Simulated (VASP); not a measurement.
Level of theory: LDA (Ceperley-Alder, Perdew-Zunger), VASP's LDA PAW potentials (set 64) (plane waves; VASP).

VASP ran on this input.

KPOINTS:
```
K-points
0
Gamma
  8 8 8
```

### POSCAR
```
NaI
1
   -0.0000000000     2.8727772385     2.8727772385
    2.8727772385     0.0000000000     2.8727772385
    2.8727772385     2.8727772385    -0.0000000000
Na I
1 1
Direct
  0.0000000000   0.0000000000   0.0000000000
  0.5000000000   0.5000000000   0.5000000000
```

INCAR:
```
SYSTEM = NaI
PREC = Accurate
ENCUT = 500
EDIFF = 1E-6
NELM = 100
ALGO = Normal
LREAL = .FALSE.
LASPH = .TRUE.
ISMEAR = 0
SIGMA = 0.05
LMAXMIX = 4
LWAVE = .FALSE.
LCHARG = .FALSE.
IBRION = 2
ISIF = 3
NSW = 40
EDIFFG = -0.02
PSTRESS = 100
```

POTCAR, in this order: Na_pv I (LDA.64 set). Program: vasp_std.

Question: What will the output report for the number of irreducible k-points (NKPTS), largest plane-wave count, number of space-group operations, FFT grid (NGX, NGY, NGZ)?

Answer: 
```
Quantity                                      Result
--------------------------------------  ------------
number of irreducible k-points (NKPTS)            29
largest plane-wave count                        1243
number of space-group operations                  48
FFT grid (NGX, NGY, NGZ)                30 × 30 × 30
```

The compound is NaI in the rock salt structure. It was relaxed first under an external pressure of 10 GPa.
